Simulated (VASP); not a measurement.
Given:

```
KTaO3
1.0
    3.95371     0.00000     0.00000
    0.00000     3.95371     0.00000
    0.00000     0.00000     3.95371
K Ta O
1 1 3
Direct
  0.00000   0.00000   0.00000
  0.50000   0.50000   0.50000
  0.50000   0.00000   0.50000
  0.00000   0.50000   0.50000
  0.50000   0.50000   0.00000
```

Computed with MS2 meta-GGA, VASP's PBE PAW potentials (set 64) (plane waves; VASP). Numerical set-up: 520 eV cut-off, 6×6×6 Γ-centred mesh, Gaussian smearing of 0.050 eV, potentials K_sv Ta_pv O.

Q: Give the stress tensor in GPa (positive for a compressed cell).

A: 
```
6.75  0.00  0.00
0.00  6.75  0.00
0.00  0.00  6.75
```
The pressure is its mean diagonal, 6.75 GPa.

The compound is KTaO3 in the cubic perovskite structure. This cell is one point of a volume scan, at 0.97 of the reference volume.
